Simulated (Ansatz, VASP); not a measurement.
**One calculation of Mo2Pb, two programs**

The input INCAR:

```
PREC = Accurate
ENCUT = 520
EDIFF = 1E-7
ISMEAR = 0
SIGMA = 0.1
LREAL = False
LASPH = True
NELM = 100
ALGO = Fast
ISIF = 2
LWAVE = False
LCHARG = False
GGA = PE
NBANDS = 51
```

File KPOINTS:

```
Automatic mesh
0
Gamma
  4 4 4
```

File POSCAR:

```
Mo2Pb
1.0
    5.8854159111      0.0000000000      0.0000000000
    0.0000000000      5.8854159111      0.0000000000
    0.0000000000      0.0000000000      5.8854159111
Mo Pb
4 2
Direct
    0.2500000000      0.2500000000      0.2500000000
    0.2500000000      0.7500000000      0.7500000000
    0.7500000000      0.7500000000      0.2500000000
    0.7500000000      0.2500000000      0.7500000000
    0.0000000000      0.0000000000      0.0000000000
    0.5000000000      0.5000000000      0.5000000000
```

Input for Ansatz:

```yaml
crystal:
  lattice:
    - [5.8854159111, 0.0, 0.0]
    - [0.0, 5.8854159111, 0.0]
    - [0.0, 0.0, 5.8854159111]
  atoms:
    - { symbol: Mo, position: [0.25, 0.25, 0.25] }
    - { symbol: Mo, position: [0.25, 0.75, 0.75] }
    - { symbol: Mo, position: [0.75, 0.75, 0.25] }
    - { symbol: Mo, position: [0.75, 0.25, 0.75] }
    - { symbol: Pb, position: [0.0, 0.0, 0.0] }
    - { symbol: Pb, position: [0.5, 0.5, 0.5] }
basis:
  ecutwfc: 420
kpoints:
  mp_grid: { grid: [4, 4, 4] }
hamiltonian:
  xc: pbe
scf:
  occupations: { method: gaussian, width: 0.1 }
output:
  forces: true
  stress: true
  eigenvalues: true
```

Alike in both runs: task single point; functional PBE; k mesh 4 × 4 × 4; occupations gaussian, width 0.1 eV; no spin polarisation.

```csv
,VASP,Ansatz
version,VASP 6.6.1,Ansatz 0.2.0
potentials or method,"VASP PAW PBE potentials, release 64 (Mo_sv, Pb_d)","scalar-relativistic, plane waves, PAW"
plane-wave cutoff (eV),520,420
valence electrons in the cell,84,84
```

```tsv
	VASP	Ansatz	Ansatz less VASP
gap on the k mesh at the Fermi level (eV)	none	none	-
pressure (GPa)	0.0	0.0	-0.03
```

A gap of «none» marks a metal or a gap that the smearing closes.

The runs have no spin-orbit coupling, so splittings on Pb are missing.
